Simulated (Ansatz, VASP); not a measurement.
# Sr2Li4Ca2Si25SnO58 in two plane-wave programs

Wanted: the spread between two codes on one cell, functional and k mesh. The structure shown is frame 105 of Ansatz's trajectory.

Main program and level: Ansatz 0.2.0; plane waves, with VASP 6.6.1 beside it; single point at PBE.

## (1) The starting structure

The cell holds 92 atoms: 25 Si, 4 Li, 2 Ca, 2 Sr, 1 Sn and 58 O. Cell: a = 10.789 Å, b = 10.789 Å, c = 10.789 Å, α = 90.0°, β = 90.0°, γ = 90.0°. As first built, before any earlier steps moved the atoms (in the runner's words): 92 atoms (25 Si, 4 Li, 2 Ca, 2 Sr, 1 Sn, 58 O) placed at random at 2.57 g/cm^3, melted at 4000 K for 10 ps at fixed volume with the Morse and Coulomb pair potential with partial charges (Pedone, Malavasi, Menziani, Cormack and Segre, J. Phys. Chem. B 110, 11780 (2006)). Quenched from 4000 K to 300 K at 10 K/ps and fixed volume, held 10 ps at zero pressure.

## (2) Ansatz: dynamics, PBE

Ansatz runs on its default PAW (the set named soft_2) files.

One frame of this run of dynamics is then solved in both programs, so the motion causes no difference.

input.yaml reads:

```yaml
crystal:
  lattice:
    - [10.78874, 0.0, 0.0]
    - [0.0, 10.78874, 0.0]
    - [0.0, 0.0, 10.78874]
  atoms:
    - { symbol: Si, position: [0.90194, 0.14834, 0.47727] }
    - { symbol: Si, position: [0.70661, 0.25258, 0.28925] }
    - { symbol: Si, position: [0.57611, 0.194, 0.04006] }
    - { symbol: Si, position: [0.84461, 0.67084, 0.48695] }
    - { symbol: Si, position: [0.2243, 0.92616, 0.54932] }
    - { symbol: Si, position: [0.33496, 0.1319, 0.19653] }
    - { symbol: Si, position: [0.6115, 0.9854, 0.64108] }
    - { symbol: Si, position: [0.45248, 0.86035, 0.21174] }
    - { symbol: Si, position: [0.19084, 0.72674, 0.19022] }
    - { symbol: Si, position: [0.57855, 0.66825, 0.84601] }
    - { symbol: Si, position: [0.08289, 0.13527, 0.03774] }
    - { symbol: Si, position: [0.83602, 0.69202, 0.98756] }
    - { symbol: Si, position: [0.51108, 0.93858, 0.94247] }
    - { symbol: Si, position: [0.69235, 0.48871, 0.6508] }
    - { symbol: Si, position: [0.48773, 0.78666, 0.47116] }
    - { symbol: Si, position: [0.47262, 0.45529, 0.01312] }
    - { symbol: Si, position: [0.31957, 0.30677, 0.62729] }
    - { symbol: Si, position: [0.11669, 0.66871, 0.92106] }
    - { symbol: Si, position: [0.87857, 0.92031, 0.65057] }
    - { symbol: Si, position: [0.35453, 0.6062, 0.61902] }
    - { symbol: Si, position: [0.12182, 0.67675, 0.46017] }
    - { symbol: Si, position: [0.8927, 0.29979, 0.73101] }
    - { symbol: Si, position: [0.12344, 0.94281, 0.81794] }
    - { symbol: Si, position: [0.17169, 0.19621, 0.42271] }
    - { symbol: Si, position: [0.57, 0.24433, 0.52313] }
    - { symbol: Li, position: [0.34912, 0.08778, 0.79753] }
    - { symbol: Li, position: [0.06489, 0.49865, 0.66326] }
    - { symbol: Li, position: [0.38114, 0.87001, 0.7656] }
    - { symbol: Li, position: [0.2251, 0.93233, 0.05948] }
    - { symbol: Ca, position: [0.67656, 0.58128, 0.24867] }
[... 56 atom lines left out ...]
    - { symbol: O, position: [0.35583, 0.45162, 0.63074] }
    - { symbol: O, position: [0.28187, 0.26227, 0.76186] }
    - { symbol: O, position: [0.12486, 0.82438, 0.49926] }
    - { symbol: O, position: [0.88863, 0.23301, 0.60128] }
    - { symbol: O, position: [0.11259, 0.85254, 0.18213] }
    - { symbol: O, position: [0.58644, 0.86344, 0.55438] }
kpoints:
  mp_grid: { grid: [1, 1, 1] }
hamiltonian:
  xc: pbe
scf:
  occupations: { method: gaussian, width: 0.05 }
output:
  forces: true
md:
  timestep: 1.0
  n_steps: 314
  ensemble: nvt_nose_hoover
  temperature: 900
  initial_velocities: maxwell_boltzmann
  seed: 584
```

The run is started by

```sh
ansatz run input.yaml --threads 4 --pin off --max-ram 8192MiB --backend cpu --events-out ev --progress --plain --runs-dir out
```

Numbers of over 12 decimals in the logs are rounded to 6 here.

What it wrote:

```text
Warning: md: disabling space-group detection — thermal motion breaks the input geometry's symmetry, so no spatial operation reduces the k-mesh or symmetrises the density; time reversal is kept, so that k and −k are solved as one point where they differ and the mesh holds both, and exact exchange and, on two spinor components, a DFT+U term hold to it where the run has them: on two components no moment then forms, and  [...]
Engine: ansatz 0.2.0, aarch64-unknown-linux-gnu
Pseudopotentials: kind: paw
Pseudopotential: Si, paw, valence charge 4, recommended cutoff 420 eV (normal), Si.paw.azcp
Pseudopotential: Li, paw, valence charge 3, recommended cutoff 420 eV (normal), Li.paw.azcp
Pseudopotential: Ca, paw, valence charge 10, recommended cutoff 420 eV (normal), Ca.paw.azcp
Pseudopotential: Sr, paw, valence charge 10, recommended cutoff 420 eV (normal), Sr.paw.azcp
Pseudopotential: Sn, paw, valence charge 14, recommended cutoff 420 eV (normal), Sn.paw.azcp
Pseudopotential: O, paw, valence charge 6, recommended cutoff 420 eV (normal), O.paw.azcp
Functional definition: PBE
  parameter kappa = 0.804
  parameter beta = 0.066725
  exchange = pbe_x(kappa = kappa, mu = beta*pi^2/3)
  correlation = pbe_c(beta = beta)
Crystal: 92 atoms, lattice volume = 1255.776 Å³
Basis set: ecut = 420 eV, 24573 PW (Γ), exchange–correlation on 150×150×150 points (8 copies of the dense FFT grid, shifted against one another)
Bands: 349, of which v1, the nominal top of the filled ones, is band 257 counted from 1 (256 counted from 0)
Symmetry: 1 space group operations
k-points: 1
Non-local potential: Si, projectors of the file, l = 0: 2, l = 1: 2, l = 2: 2
Non-local potential: Li, projectors of the file, l = 0: 3, l = 1: 2, l = 2: 1
Non-local potential: Ca, projectors of the file, l = 0: 3, l = 1: 2, l = 2: 2
Non-local potential: Sr, projectors of the file, l = 0: 3, l = 1: 2, l = 2: 2
Non-local potential: Sn, projectors of the file, l = 0: 2, l = 1: 2, l = 2: 2, l = 3: 2
Non-local potential: O, projectors of the file, l = 0: 2, l = 1: 2, l = 2: 1
PAW form: soft (Blöchl's): semilocal exchange-correlation on the pseudo side does not see the compensation charge
PAW one-centre angular grid: Si, 110 points (default); XC on 64 Gauss nodes
PAW one-centre angular grid: Li, 110 points (default); XC on 64 Gauss nodes
PAW one-centre angular grid: Ca, 110 points (default); XC on 64 Gauss nodes
PAW one-centre angular grid: Sr, 110 points (default); XC on 64 Gauss nodes
PAW one-centre angular grid: Sn, 590 points (default); XC on 64 Gauss nodes
PAW one-centre angular grid: O, 110 points (default); XC on 64 Gauss nodes
Initial density: superposition of atomic densities (neutral atoms: chi_scale 0, normalization atom), corrected by the library's trained network
Initial wavefunctions: pseudopotential atomic-orbital guess
Functional: x = pbe(κ = 0.804, μ = 0.219515), c = pbe(β = 0.066725)
SCF iter   1: F=—  HF=-66465.253507 eV  |F-HF|=—  |Δ(HF+E_count)|=         —  Δρ=2.35e-3  dr2=1.21e-1  ethr=1.77e-3  ⟨swp⟩=7.0  Hψ=1809  notcnv=0  defer=74
preconditioner: auto → Resta (q_TF=auto, 2.351 Å⁻¹)  ε∞=3.1  [insulator: Δε(μ)=2.594 eV  Ē_g=16.160 eV  σ=0.050 eV  W_gap=1.00  n_scr=256 (ndim 8)  ℏωp=23.4 eV  f_vac=0.160  D(μ)=0.00/eV (n_scr^D=0)  ε∞_Penn≈3.1]
SCF iter   2: F=—  HF=-66465.244396 eV  |F-HF|=—  |Δ(HF+E_count)|=   9.11e-3  Δρ=1.27e-3  dr2=2.79e-2  ethr=2.35e-5  ⟨swp⟩=3.0  Hψ=587  notcnv=0  defer=83
SCF iter   3: F=—  HF=-66465.243058 eV  |F-HF|=—  |Δ(HF+E_count)|=   1.34e-3  Δρ=5.96e-4  dr2=8.10e-3  ethr=5.42e-6  ⟨swp⟩=2.0  Hψ=454  notcnv=0  defer=83
SCF iter   4: F=—  HF=-66465.241774 eV  |F-HF|=—  |Δ(HF+E_count)|=   1.28e-3  Δρ=2.25e-4  dr2=7.39e-4  ethr=1.58e-6  ⟨swp⟩=2.0  Hψ=453  notcnv=0  defer=83
SCF iter   5: F=—  HF=-66465.241755 eV  |F-HF|=—  |Δ(HF+E_count)|=   1.95e-5  Δρ=1.26e-4  dr2=1.89e-4  ethr=1.44e-7  ⟨swp⟩=2.0  Hψ=453  notcnv=0  defer=83
SCF iter   6: F=—  HF=-66465.241763 eV  |F-HF|=—  |Δ(HF+E_count)|=   8.19e-6  Δρ=3.30e-5  dr2=1.45e-5  ethr=3.68e-8  ⟨swp⟩=2.0  Hψ=441  notcnv=0  defer=83
SCF iter   7: F=—  HF=-66465.240235 eV  |F-HF|=—  |Δ(HF+E_count)|=   1.53e-3  Δρ=1.73e-5  dr2=3.33e-6  ethr=2.82e-9  ⟨swp⟩=2.0  Hψ=604  notcnv=0  defer=83
SCF iter   8: F=—  HF=-66465.240236 eV  |F-HF|=—  |Δ(HF+E_count)|=   9.95e-7  Δρ=6.88e-6  dr2=5.74e-7  ethr=6.47e-10  ⟨swp⟩=2.0  Hψ=455  notcnv=0  defer=83
SCF iter   9: F=-66465.240236 eV  HF=-66465.240236 eV  |F-HF|=5.53e-10  |Δ(HF+E_count)|=   1.46e-7  Δρ=2.43e-6  dr2=7.18e-8  ethr=1.79e-11  ⟨swp⟩=3.0  Hψ=1258  notcnv=0
[...]
md step   310: t =   310.00 fs  T =   920.8 K  F+E_penalty+E_count = -66462.66765604 eV  E_kin = 10.830789 eV  conserved = -66454.64603305 eV  (9 SCF iters)
[...]
md step   311: t =   311.00 fs  T =   911.9 K  F+E_penalty+E_count = -66462.56320566 eV  E_kin = 10.726104 eV  conserved = -66454.64433832 eV  (4 SCF iters)
[...]
md step   312: t =   312.00 fs  T =   904.4 K  F+E_penalty+E_count = -66462.47599632 eV  E_kin = 10.638225 eV  conserved = -66454.64307806 eV  (4 SCF iters)
[...]
md step   313: t =   313.00 fs  T =   899.9 K  F+E_penalty+E_count = -66462.42488285 eV  E_kin = 10.585762 eV  conserved = -66454.64250757 eV  (4 SCF iters)
[...]
md step   314: t =   314.00 fs  T =   899.2 K  F+E_penalty+E_count = -66462.41839509 eV  E_kin = 10.577251 eV  conserved = -66454.64262458 eV  (9 SCF iters)
SCF converged after 9 iterations
Free energy (F): -66462.418395 eV
Harris-Foulkes:  -66462.418395 eV  (|F-HF|=7.81e-9)
Internal energy: -66462.418395 eV  (E = F + TS)
E sigma→0 (E₀):  -66462.418395 eV
Fermi energy:    5.542021 eV
--- Per-component energies (eV) ---
  E_band       = -2875.368683
  E_kinetic    = 12765.434734
  E_local      = -36074.576599  (includes V_loc(G=0)·N_el)
  E_nonlocal   = 3755.020820
  E_hartree    = 13502.703962
  E_xc         = -6749.428089
  E_vxc        = -7506.798491  (∫ρ·V_xc dr)
  E_paw        = -33370.634400  (= ΣΔE_a)
  E_vpaw       = -2820.004955  (= ΣTr[D̂ρ^β])
  E_aug_tail   = 0.146841  (compensation charges beyond the density's cutoff)
  E_ewald      = -20291.085663
  E_smearing   = -0.000000  (= −TS)
  E_closure    = -0.000000  (closes the sum)
  Σ components = -66462.418395   (vs F -66462.418395, Δ=0.00e0)
--- Forces (eV/Å), atoms counted from 1 ---
  atom   1  Si    -5.16534973    -0.03818875     1.52793429
  atom   2  Si     0.85741568    -0.65970541     2.53945514
  atom   3  Si    -0.77183750     0.07438361    -2.29081369
  atom   4  Si    -3.88593443    -3.13190571    -5.29543606
  atom   5  Si     1.94132642     3.34204293     0.60775402
  atom   6  Si     2.04695531    -0.29544679     0.03602591
  atom   7  Si     2.51636537    -0.61907221    -2.77166247
  atom   8  Si     0.04534359     0.18399640     2.13492785
  atom   9  Si     0.80980811    -2.81158095    -0.92732433
  atom  10  Si    -1.93344878     1.19534303     3.41927209
  atom  11  Si     2.83010313     4.87116798     3.08179240
  atom  12  Si    -2.09576234    -1.87011566     2.58737414
  atom  13  Si    -1.12517984    -3.58851938     0.65667892
  atom  14  Si     1.91813067    -0.05261370     0.14724975
  atom  15  Si    -0.64819985    -1.60934566    -0.68360116
  atom  16  Si    -0.98834803     1.40066369    -2.65824419
  atom  17  Si     1.55621035    -1.13403429    -0.76046151
  atom  18  Si     3.19417822     0.26851393     4.35184091
  atom  19  Si    -0.87311905     1.66739810    -0.50470135
  atom  20  Si     0.40736907    -0.77599189    -1.21790331
  atom  21  Si    -1.64661578    -0.05252072    -1.52311417
  atom  22  Si     0.99525002     2.59414986    -1.01150961
  atom  23  Si    -0.82323368     0.44441183    -5.57268490
  atom  24  Si    -0.82388282     2.77776079     1.90009115
[...]
atom  85  O      1.30535725    -0.14447773    -1.46354684
  atom  86  O     -2.84192783    -1.67774546     0.46352207
  atom  87  O     -0.61825898     2.17347008     0.81721498
  atom  88  O      1.18640824    -0.87187470    -0.59564629
  atom  89  O     -1.27163294    -1.54621171     0.17245561
  atom  90  O     -0.50118182    -1.63129455    -2.05157026
  atom  91  O     -1.01142735     1.63007528     0.67188177
  atom  92  O      1.42423221     0.77877392     1.26857973
  max |Σ_I F_I| component: 2.69e-5 eV/Å
--- MD trajectory: 314 steps, t = 0.0 → 314.0 fs ---
  final state: T = 899.2 K   F+E_penalty+E_count = -66462.41839509 eV   E_kin = 10.577251 eV
  conserved energy: peak-to-peak 1.658e-2 eV (1.803e-4 eV/atom) over 314.0 fs
```

## (3) VASP: single point, PBE

The same cell, functional, mesh and smearing now go to VASP, with its own data sets.

Lines of VASP's logs that name or quote its potential files are left out, and so is its time.

INCAR reads:

```
SYSTEM = Sr2Li4Ca2Si25SnO58
PREC = Accurate
ENCUT = 650
EDIFF = 1E-06
NELM = 120
ISMEAR = 0
SIGMA = 0.05
LREAL = Auto
ALGO = Normal
GGA = PE
NBANDS = 328
LORBIT = 11
LWAVE = .FALSE.
LCHARG = .FALSE.
ISIF = 2
LASPH = .TRUE.
GGA_COMPAT = .FALSE.
EFERMI = MIDGAP
NCORE = 2
```

POSCAR reads:

```
Sr2Li4Ca2Si25SnO58
1.0
   10.7887400000      0.0000000000      0.0000000000
    0.0000000000     10.7887400000      0.0000000000
    0.0000000000      0.0000000000     10.7887400000
Si Li Ca Sr Sn O
25 4 2 2 1 58
Direct
    0.9194864275      0.1497116438      0.4818727673
    0.7422182757      0.2706247439      0.3004614070
    0.5724208758      0.1965197048      0.0615363796
    0.8552342535      0.6662038384      0.4703700339
    0.2209711236      0.9334176187      0.5506759826
    0.3105830709      0.1103187212      0.1999584752
    0.6059373013      0.9974009940      0.6404918461
    0.4245166720      0.8476244677      0.2067711336
    0.1877142280      0.7244126747      0.1974465971
    0.5461990928      0.6596136342      0.8386521503
    0.0649473432      0.1249450816      0.0029475175
    0.7984991760      0.6841484733      0.9733666767
    0.4980470379      0.9358831522      0.9786128871
    0.7064587709      0.4938111401      0.6389717428
    0.4748376548      0.8104560866      0.4864516153
    0.4693133767      0.4462708342      0.0311065055
    0.3317625599      0.3308078608      0.6202485184
    0.0922350525      0.6570646804      0.9521130364
    0.8579778547      0.9074460966      0.6347173071
    0.3832143513      0.6174771104      0.6132134058
    0.1352057794      0.6991363218      0.4654482358
    0.9186522244      0.3262104750      0.7367959558
    0.0985564579      0.9096706381      0.8211802305
    0.1852486945      0.1888635744      0.4484397622
    0.5872326147      0.2533567405      0.5335192061
    0.4043196889      0.1210150583      0.8119483832
    0.9883953084      0.5404245537      0.7277587559
    0.3725365520      0.8508037083      0.8090472103
    0.2355418705      0.9081598036      0.0421179860
    0.6732296821      0.5694362826      0.2648965496
[... 56 atom lines left out ...]
    0.3860413728      0.4687479724      0.6274504715
    0.3109816346      0.2660829717      0.7558435925
    0.1193837278      0.8651427321      0.4666346580
    0.8958692118      0.2491857251      0.6007559734
    0.1119222449      0.8523238117      0.1650517113
    0.5783066419      0.8879813583      0.5525019604
```

KPOINTS reads:

```
Automatic mesh
0
Gamma
1 1 1
0 0 0
```

Potentials, in the order of the species: Si, Li_sv, Ca_sv, Sr_sv, Sn_d and O (PBE family, release 64).

The run is started by

```sh
mpirun -np 8 vasp_gam
```

What it wrote:

```text
[banner, memory and clock lines left out]
running    8 mpi-ranks, on    1 nodes
[...]
LDA part: xc-table for (Slater+PW92), standard interpolation
 POSCAR, INCAR and KPOINTS ok, starting setup
[...]
entering main loop
       N       E                     dE             d eps       ncg     rms          rms(c)
DAV:   1     0.641844510965E+04    0.64184E+04   -0.32614E+05   656   0.192E+03
DAV:   2    -0.320167592042E+02   -0.64505E+04   -0.61160E+04   784   0.465E+02
DAV:   3    -0.734680123595E+03   -0.70266E+03   -0.69352E+03   760   0.173E+02
DAV:   4    -0.771195635211E+03   -0.36516E+02   -0.36252E+02   824   0.379E+01
[...]
DAV:  18    -0.677600138692E+03   -0.37556E-05   -0.90758E-05   768   0.216E-02    0.165E-02
DAV:  19    -0.677600138228E+03    0.46358E-06   -0.11435E-05   768   0.775E-03    0.660E-03
DAV:  20    -0.677600139170E+03   -0.94167E-06   -0.46358E-06   632   0.454E-03
   1 F= -.67760014E+03 E0= -.67760014E+03  d E =0.000000E+00
```

From OUTCAR (step 3):

```text
  Total        9.5098380    -19.5771031     10.0678644     -4.2886271     -7.4807585     -4.2304832
  in kB       12.1330928    -24.9773770     12.8450488     -5.4716296     -9.5442990     -5.3974468
  external PRESSURE =       0.0002549 kB  Pullay stress =       0.0000000 kB

 POSITION                                       TOTAL-FORCE (eV/Angst)
 -----------------------------------------------------------------------------------
      9.92010      1.61520      5.19880        -4.500426      0.811887      1.344547
      8.00760      2.91970      3.24160        -0.721968      1.191285     -1.011137
      6.17570      2.12020      0.66390        -0.584238     -0.644322      1.914676
      9.22690      7.18750      5.07470        -0.511195     -2.657007      4.282611
      2.38400     10.07040      5.94110         1.227532      1.078910      3.167244
      3.35080      1.19020      2.15730        -0.339680      0.168645     -2.404307
      6.53730     10.76070      6.91010        -0.082891      2.592248      4.527493
      4.58000      9.14480      2.23080         1.288231      2.368542      3.646363
      2.02520      7.81550      2.13020        -2.286187      0.318731      0.058689
      5.89280      7.11640      9.04800        -2.280728      0.025476     -1.741800
[...]
7.26330      6.14350      2.85790        -0.057769     -0.652106     -0.409812
      8.63750      0.40960      9.91950         0.170635     -0.470966     -0.179276
      9.44480      4.07040      0.44150        -0.700685      0.468337      0.980026
[...]
-----------------------------------------------------------------------------------
    total drift:                                0.000696     -0.010155      0.016581

  FREE ENERGIE OF THE ION-ELECTRON SYSTEM (eV)
  ---------------------------------------------------
  free  energy   TOTEN  =      -677.6001391699 eV

  energy  without entropy=     -677.6001391699  energy(sigma->0) =     -677.60013917

[... 3 further parts left out ...]
[key lines of the parts left out:]
E-fermi :   3.3144
```

The run ends at a pressure of 0.00 GPa, with forces up to 6.0 eV/Å.

## (4) Differences

Known differences besides the potentials themselves: the cutoff is 420 eV in Ansatz and 650 eV in VASP (PREC = Accurate, projectors in real space). Total energies have different zeros and are not compared.

Forces on 10 of the 92 atoms, those with the largest forces and the largest differences (eV/Å; atoms numbered as in POSCAR):

| atom | Ansatz x, y, z | VASP x, y, z |
| --- | --- | --- |
| Si1 | -4.457, 0.815, 1.362 | -4.500, 0.812, 1.345 |
| Si4 | -0.492, -2.606, 4.255 | -0.511, -2.657, 4.283 |
| Si7 | -0.143, 2.635, 4.534 | -0.083, 2.592, 4.527 |
| Si11 | 1.467, 0.397, 5.395 | 1.533, 0.394, 5.391 |
| Si13 | 2.257, 0.292, -0.606 | 2.365, 0.326, -0.609 |
| Si15 | 2.668, -3.155, -2.704 | 2.698, -3.135, -2.712 |
| Si16 | -0.641, -1.182, -1.432 | -0.663, -1.205, -1.529 |
| O50 | -0.797, 1.896, -5.528 | -0.799, 1.921, -5.578 |
| O59 | 1.388, 0.421, 1.179 | 1.405, 0.445, 1.274 |
| O65 | -4.294, 2.271, 1.052 | -4.316, 2.273, 1.047 |

The forces differ by 29 meV/Å r.m.s., which is 1.9 % of the r.m.s. force of 1.514 eV/Å (both taken over all components).

## (5) Outcome

```yaml
r_m_s_force_difference_single_point_pbe: 1.9 % of the r.m.s. force
```

**Reading.** The r.m.s. force difference is 1.9 % of the r.m.s. force (single point, PBE), within the 3 % picked in this series as the mark of a large difference. 2 further runs of this series are not shown here. How closely two codes agree says nothing of how well the functional describes the real material.

[Lines on the potential files, build, host, timing and source positions are cut from VASP's logs without a mark.]

[Logs are printed without paths, hosts, clocks, repeated set-up lines and the standing remarks that a program may print on its own settings, such as how far it seeks lower states.]

[Hosts, paths, dates, database ids (printed as entryN), source tags and the programs' standing remarks are cut or masked in the printed files.]
